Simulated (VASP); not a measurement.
```xyz
2
Lattice="0.0000 3.1951 3.1951 3.1951 0.0000 3.1951 3.1951 3.1951 0.0000" Properties=species:S:1:pos:R:3 pbc="T T T"
La     0.0000     0.0000     0.0000
Te     3.1951     3.1951     3.1951
```

Method: PBEsol GGA, VASP's PBE PAW potentials (set 64) (plane waves; VASP 6.6.1). Settings: 400 eV cut-off, 9×9×9 Γ-centred mesh, first-order Methfessel-Paxton smearing of 0.10 eV, potentials La Te.

Unless said otherwise, spin-orbit coupling is left out, though it shifts the bands of the heavy elements here.

**Question.** Predict the energy per atom (σ→0), band gap (on the k-mesh) with the smallest direct gap where there is one.

**Answer.** 
```
Quantity                                                     Value
------------------------  ----------------------------------------
band gap (on the k-mesh)  none (metal, semimetal or under 0.01 eV)
energy per atom (σ→0)                               -6.039 eV/atom
```

Only differences to runs with the same potentials and settings are physical.

The structure was generated: LaTe was put into the rock salt type (Fm-3m), which need not be its known phase. It was relaxed first, which changed the volume by -37 %. The start is the result of an earlier pass. The electron count is odd and the run is not spin-polarised, which forces a metal.
